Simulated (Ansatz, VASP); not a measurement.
## RbSrSi2 in VASP and in Ansatz

```
Rb Sr Si
1.0
     4.32828    0.00000    0.00000
     0.00000    4.32828    0.00000
     0.00000    0.00000    7.62821
Rb Sr Si
1 1 2
Cartesian
  0.0000 0.0000 3.8141
  0.0000 0.0000 0.0000
  2.1641 2.1641 1.1141
  2.1641 2.1641 6.5141
```

Alike in both runs: functional PBE; k mesh 4 × 4 × 4; occupations gaussian, width 0.1 eV; no spin polarisation.

Ansatz relaxed the structure, and its values are those at the end. VASP's run is a single point on that final structure, the one shown.

|  | VASP | Ansatz |
| --- | --- | --- |
| version | VASP 6.6.1 | Ansatz 0.2.0 |
| potentials or method | VASP PAW PBE potentials, release 64 (Rb_sv, Sr_sv, Si) | scalar-relativistic, plane waves, PAW |
| plane-wave cutoff (eV) | 520 | 420 |
| valence electrons in the cell | 27 | 27 |

VASP gave:

* gap on the k mesh at the Fermi level (eV): none
* pressure (GPa): 0.1
* rms of the force components (eV/Å): 0.004

**Question.** Which values does Ansatz return?

**Answer.** gap on the k mesh at the Fermi level (eV): none; pressure (GPa): 0.1; rms of the force components (eV/Å): 0.007.

A gap of «none» marks a metal or a gap that the smearing closes.

Caveats: the k mesh is coarse (spacing up to 0.36 Å⁻¹), so the values aren't converged.
